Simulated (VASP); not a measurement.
Data:

```
CELL_PARAMETERS angstrom
      0.00000     3.14792     3.14792
      3.14792     0.00000     3.14792
      3.14792     3.14792     0.00000
ATOMIC_POSITIONS crystal
  Tl 0.00000 0.00000 0.00000
  Bi 0.50000 0.50000 0.50000
```

These are PBEsol GGA, VASP's PBE PAW potentials (set 64) (plane waves; VASP) values and carry that method's errors. Run with 400 eV cut-off, Gaussian smearing of 0.050 eV, potentials Tl_d Bi_d.

Task: Give the energies of bands 12 to 17 at the high-symmetry points, in eV from the Fermi level.

Result: 
```tsv
band	Γ	X	U	L	W
12	-3.18	-5.03	-6.15	-7.18	-6.06
13	0.02	-4.23	-3.73	0.73	-3.30
14	0.02	-2.01	-1.32	0.73	-3.30
15	0.02	-2.01	-0.82	1.60	1.69
16	5.77	3.81	5.22	2.19	3.09
17	5.77	8.01	6.11	2.65	6.48
```

It has no gap at this level: it comes out as a metal or semimetal.

The structure was generated: TlBi was put into the rock salt type (Fm-3m), which need not be its known phase. It was relaxed first.
